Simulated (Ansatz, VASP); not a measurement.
# ZnO (zincite): VASP beside Ansatz, part 2 of 3

Wanted: the spread between two codes on one cell, functional and k mesh. The cell is taken from a series of runs on this material, whose earlier steps may have relaxed, scaled, displaced or heated it; both programs get it as it stands.

VASP 6.6.1 and Ansatz 0.2.0.

So far: Starting point; VASP: zone-centre phonons, PBE.

## (2) VASP: zone-centre phonons, PBE (continued)

Level of this step: PBE; plane waves and PAW (O, Zn) (VASP).

Parts of OUTCAR (step 2):

```text
ion  position               nearest neighbor table
   1  0.667  0.333  0.379-   3 1.94   3 1.94   3 1.94   4 1.95
   2  0.333  0.667  0.879-   4 1.94   4 1.94   4 1.94   3 1.95
   3  0.333  0.667  0.500-   1 1.94   1 1.94   1 1.94   2 1.95
   4  0.667  0.333  1.000-   2 1.94   2 1.94   2 1.94   1 1.95

  LATTYP: Found a hexagonal cell.
 ALAT       =     3.1905732432
 C/A-ratio  =     1.6132960159

 Subroutine GETGRP returns: Found 12 space group operations
 (whereof  6 operations were pure point group operations)

The static configuration has the point symmetry C_3v.
 The point group associated with its full space group is C_6v.

 Found    162 irreducible k-points:

   k-points           NKPTS =    162   k-points in BZ     NKDIM =    162   number of bands    NBANDS=     24

   dimension x,y,z NGX =    28 NGY =   28 NGZ =   42
   dimension x,y,z NGXF=    56 NGYF=   56 NGZF=   84

   ENCUT  =  600.0 eV  44.10 Ry    6.64 a.u.   6.37  6.37 10.28*2*pi/ulx,y,z

   NELECT =      36.0000    total number of electrons

 k-points in reciprocal lattice and weights: Automatic mesh
   0.00000000  0.00000000  0.00000000       0.000
   0.06666667 -0.00000000  0.00000000       0.003
   0.13333333  0.00000000  0.00000000       0.003
   0.20000000  0.00000000  0.00000000       0.003
   0.26666667  0.00000000  0.00000000       0.003
   0.33333333 -0.00000000  0.00000000       0.003
   0.40000000  0.00000000  0.00000000       0.003
   0.46666667  0.00000000  0.00000000       0.003
   0.06666667  0.06666667  0.00000000       0.003
[...]
-1.595286622  2.763117481  0.000000000     0.000000000  0.361910055  0.000000000
     0.000000000  0.000000000  5.147339102     0.000000000  0.000000000  0.194275135

 POSITION                                       TOTAL-FORCE (eV/Angst)
 -----------------------------------------------------------------------------------
      1.59529      0.92104      1.95113        -0.000000     -0.000000     -0.000728
     -0.00000      1.84208      4.52480        -0.000000      0.000000     -0.000728
     -0.00000      1.84208      2.57344         0.000000     -0.000000      0.000728
      1.59529      0.92104      5.14710        -0.000000      0.000000      0.000728
 -----------------------------------------------------------------------------------
    total drift:                               -0.000000     -0.000000     -0.001195

 MACROSCOPIC STATIC DIELECTRIC TENSOR (including local field effects in DFT)
 ------------------------------------------------------
           4.965744     0.000000     0.000000
           0.000000     4.965744     0.000000
           0.000000     0.000000     4.983738
 ------------------------------------------------------

 PIEZOELECTRIC TENSOR (including local field effects)  for field in x, y, z        (C/m^2)
          XX          YY          ZZ          XY          YZ          ZX
  --------------------------------------------------------------------------------
  x     0.00000     0.00000     0.00000     0.00000     0.00000     0.40549
  y     0.00000    -0.00000    -0.00000     0.00000     0.40549     0.00000
  z     0.37972     0.37972    -0.77171     0.00000     0.00000     0.00000

 BORN EFFECTIVE CHARGES (including local field effects) (in |e|, cummulative output)
 ---------------------------------------------------------------------------------
 ion    1
    1    -2.08457    -0.00000     0.00000
    2     0.00000    -2.08457     0.00000
    3    -0.00000    -0.00000    -2.13744
 ion    2
    1    -2.08457     0.00000     0.00000
    2     0.00000    -2.08457    -0.00000
    3     0.00000     0.00000    -2.13744
 ion    3
    1     2.08457     0.00000     0.00000
    2     0.00000     2.08457     0.00000
    3     0.00000     0.00000     2.13744
 ion    4
    1     2.08457     0.00000     0.00000
    2     0.00000     2.08457    -0.00000
    3     0.00000    -0.00000     2.13744

 Eigenvectors and eigenvalues of the dynamical matrix
 ----------------------------------------------------

   1 f  =   17.241842 THz   108.333688 2PiTHz  575.125943 cm-1    71.306497 meV
             X         Y         Z           dx          dy          dz
      1.595287  0.921039  1.951127     0.000000   -0.000000    0.695471
     -0.000000  1.842078  4.524797    -0.000000    0.000000   -0.695471
     -0.000000  1.842078  2.573435    -0.000000    0.000000    0.127752
      1.595287  0.921039  5.147105     0.000000   -0.000000   -0.127752

   2 f  =   14.184199 THz    89.121953 2PiTHz  473.133961 cm-1    58.661108 meV
             X         Y         Z           dx          dy          dz
      1.595287  0.921039  1.951127     0.647612    0.000006   -0.000000
     -0.000000  1.842078  4.524797    -0.647612   -0.000006   -0.000000
     -0.000000  1.842078  2.573435    -0.283899   -0.000003   -0.000000
      1.595287  0.921039  5.147105     0.283899    0.000003    0.000000

   3 f  =   14.184199 THz    89.121953 2PiTHz  473.133961 cm-1    58.661108 meV
             X         Y         Z           dx          dy          dz
      1.595287  0.921039  1.951127    -0.000006    0.647612   -0.000000
     -0.000000  1.842078  4.524797     0.000006   -0.647612   -0.000000
     -0.000000  1.842078  2.573435     0.000003   -0.283899    0.000000
      1.595287  0.921039  5.147105    -0.000003    0.283899    0.000000

   4 f  =   13.113769 THz    82.396242 2PiTHz  437.428258 cm-1    54.234167 meV
             X         Y         Z           dx          dy          dz
      1.595287  0.921039  1.951127     0.634012    0.000001    0.000000
     -0.000000  1.842078  4.524797     0.634012    0.000001   -0.000000
     -0.000000  1.842078  2.573435    -0.313095   -0.000000    0.000000
      1.595287  0.921039  5.147105    -0.313095   -0.000000   -0.000000

   5 f  =   13.113769 THz    82.396242 2PiTHz  437.428258 cm-1    54.234167 meV
             X         Y         Z           dx          dy          dz
      1.595287  0.921039  1.951127     0.000001   -0.634012   -0.000000
     -0.000000  1.842078  4.524797     0.000001   -0.634012   -0.000000
     -0.000000  1.842078  2.573435    -0.000000    0.313095    0.000000
      1.595287  0.921039  5.147105    -0.000000    0.313095    0.000000

   6 f  =   12.507354 THz    78.586022 2PiTHz  417.200415 cm-1    51.726236 meV
             X         Y         Z           dx          dy          dz
      1.595287  0.921039  1.951127     0.000000    0.000000   -0.633751
     -0.000000  1.842078  4.524797    -0.000000    0.000000   -0.633751
     -0.000000  1.842078  2.573435    -0.000000   -0.000000    0.313624
      1.595287  0.921039  5.147105     0.000000   -0.000000    0.313624

   7 f  =    7.929120 THz    49.820131 2PiTHz  264.486978 cm-1    32.792191 meV
             X         Y         Z           dx          dy          dz
      1.595287  0.921039  1.951127     0.000000   -0.000000    0.127752
     -0.000000  1.842078  4.524797     0.000000   -0.000000   -0.127752
     -0.000000  1.842078  2.573435    -0.000000    0.000000   -0.695471
      1.595287  0.921039  5.147105     0.000000   -0.000000    0.695471

   8 f  =    2.185716 THz    13.733262 2PiTHz   72.907653 cm-1     9.039393 meV
             X         Y         Z           dx          dy          dz
      1.595287  0.921039  1.951127    -0.283899   -0.000041   -0.000000
     -0.000000  1.842078  4.524797     0.283899    0.000041   -0.000000
     -0.000000  1.842078  2.573435    -0.647612   -0.000094   -0.000000
      1.595287  0.921039  5.147105     0.647612    0.000094   -0.000000

   9 f  =    2.185716 THz    13.733262 2PiTHz   72.907653 cm-1     9.039393 meV
             X         Y         Z           dx          dy          dz
      1.595287  0.921039  1.951127    -0.000041    0.283899    0.000000
     -0.000000  1.842078  4.524797     0.000041   -0.283899    0.000000
     -0.000000  1.842078  2.573435    -0.000094    0.647612    0.000000
      1.595287  0.921039  5.147105     0.000094   -0.647612    0.000000

  10 f/i=    0.002140 THz     0.013444 2PiTHz    0.071374 cm-1     0.008849 meV
             X         Y         Z           dx          dy          dz
      1.595287  0.921039  1.951127    -0.000000   -0.000000    0.313624
     -0.000000  1.842078  4.524797    -0.000000   -0.000000    0.313624
     -0.000000  1.842078  2.573435    -0.000000   -0.000000    0.633751
      1.595287  0.921039  5.147105    -0.000000   -0.000000    0.633751

  11 f/i=    0.008711 THz     0.054734 2PiTHz    0.290573 cm-1     0.036026 meV
             X         Y         Z           dx          dy          dz
      1.595287  0.921039  1.951127    -0.311620    0.030352   -0.000000
     -0.000000  1.842078  4.524797    -0.311620    0.030352   -0.000000
     -0.000000  1.842078  2.573435    -0.631026    0.061463   -0.000000
      1.595287  0.921039  5.147105    -0.631026    0.061463   -0.000000

  12 f/i=    0.008711 THz     0.054734 2PiTHz    0.290573 cm-1     0.036026 meV
             X         Y         Z           dx          dy          dz
      1.595287  0.921039  1.951127    -0.030352   -0.311620   -0.000000
     -0.000000  1.842078  4.524797    -0.030352   -0.311620   -0.000000
     -0.000000  1.842078  2.573435    -0.061463   -0.631026   -0.000000
      1.595287  0.921039  5.147105    -0.061463   -0.631026   -0.000000

 MACROSCOPIC STATIC DIELECTRIC TENSOR IONIC CONTRIBUTION
 ------------------------------------------------------
           3.835333     0.000000     0.000000
           0.000000     3.835333    -0.000000
           0.000000    -0.000000     4.427203
 ------------------------------------------------------

 ELASTIC MODULI CONTR FROM IONIC RELAXATION (kBar)
 Direction    XX          YY          ZZ          XY          YZ          ZX
 --------------------------------------------------------------------------------
 XX       -1085.4470    408.0217    671.0669     -0.0000      0.0000     -0.0000
 YY         408.0217  -1085.4470    671.0669      0.0000     -0.0000      0.0000
 ZZ         671.0669    671.0669  -1329.5363      0.0000     -0.0000      0.0000
 XY          -0.0000      0.0000      0.0000   -746.7343     -0.0000     -0.0000
 YZ          -0.0000      0.0000     -0.0000     -0.0000   -304.4297     -0.0000
 ZX          -0.0000      0.0000      0.0000     -0.0000     -0.0000   -300.3655
 --------------------------------------------------------------------------------

 PIEZOELECTRIC TENSOR IONIC CONTR  for field in x, y, z        (C/m^2)
          XX          YY          ZZ          XY          YZ          ZX
  --------------------------------------------------------------------------------
  x    -0.00000     0.00000     0.00000    -0.00000    -0.00000    -1.00995
  y     0.00000    -0.00000    -0.00000    -0.00000    -1.01676    -0.00000
  z    -1.15227    -1.15227     2.28290    -0.00000     0.00000    -0.00000
```

With a direct gap this small, the dielectric response converges slowly with the mesh, so tensor and charges are uncertain; a mesh that holds the point of the least gap tends to give too large a tensor.

[end of part 2 of 3]

[Lines on the potential files, build, host, timing and source positions are cut from VASP's logs without a mark.]

[Logs are printed without paths, hosts, clocks, repeated set-up lines and the standing remarks that a program may print on its own settings, such as how far it seeks lower states.]

[Hosts, paths, dates, database ids (printed as entryN), source tags and the programs' standing remarks are cut or masked in the printed files.]
